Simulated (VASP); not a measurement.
Crystal: Zr4Tl.

```
Zr Tl
1.0
     4.46665    0.00000    0.00000
     0.00000    4.46665    0.00000
     0.00000    0.00000    4.46665
Zr Tl
4 1
Direct
  0.00000 0.50000 0.50000
  0.50000 0.50000 0.00000
  0.50000 0.00000 0.50000
  0.00000 0.00000 0.00000
  0.50000 0.50000 0.50000
```

The cell was built by a generator and needn't be a form met in nature.

The cell isn't the ideal one: species swapped into the Fe4N type (Pm-3m, No. 221).

```yaml
Program: VASP 6.6.1
Task: relaxation of cell and atoms
Functional: PBE
Potentials_or_basis: VASP PAW PBE potentials, release 64 (Zr_sv, Tl_d)
Cutoff: 600 eV
k_mesh: 4 × 4 × 4
Occupations: gaussian, width 0.1 eV
Spin: no spin polarisation
```

At the start: pressure 106.7 GPa; volume 17.82 Å³/atom.

Where does the relaxation end?

Over 5 steps the energy falls by 2640.7 meV/atom and the volume is 29.77 Å³/atom (+67.0 %); space group Pm-3m (No. 221, to 0.05 Å).

The path:
```csv
step,energy change (eV),largest force (eV/Å),pressure (GPa),volume (Å³)
1,0.0000,0.0000,106.71,89.11
2,-0.5553,0.0000,-8.78,346.62
3,-12.9029,0.0000,-5.99,164.16
4,-13.1388,0.0000,-3.00,155.81
5,-13.2035,0.0000,0.15,148.83
```

Final structure:
```
Zr Tl
1.0
     5.29942    0.00000    0.00000
     0.00000    5.29942    0.00000
     0.00000    0.00000    5.29942
Zr Tl
4 1
Cartesian
  0.0000 2.6497 2.6497
  2.6497 2.6497 0.0000
  2.6497 0.0000 2.6497
  0.0000 0.0000 0.0000
  2.6497 2.6497 2.6497
```

Caveat: the volume moved by over 15 % at a fixed basis, so the end points are rough.
